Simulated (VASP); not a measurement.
Consider the following.

```yaml
crystal:
  lattice:
    - [2.51701, 0.00000, 0.00000]
    - [0.00000, 2.49209, 0.00000]
    - [0.00000, 0.00000, 2.51701]
  atoms:
    - { symbol: Ru, position: [0.00000, 0.00000, 0.00000] }
```

Method: r2SCAN meta-GGA, VASP's PBE PAW potentials (set 64) (plane waves; VASP). Settings: 480 eV cut-off, 14×14×14 Γ-centred mesh, first-order Methfessel-Paxton smearing of 0.10 eV, potentials Ru_pv.

Question: Give the stress tensor in GPa (positive for a compressed cell).

Answer: 
```
-3.86   0.00   0.00
 0.00  -3.45   0.00
 0.00   0.00  -3.86
```
The pressure is its mean diagonal, -3.73 GPa.

The structure was generated: Ru was put into the simple-cubic type (Pm-3m), which need not be its known phase. This cell was strained or had an atom moved on purpose.
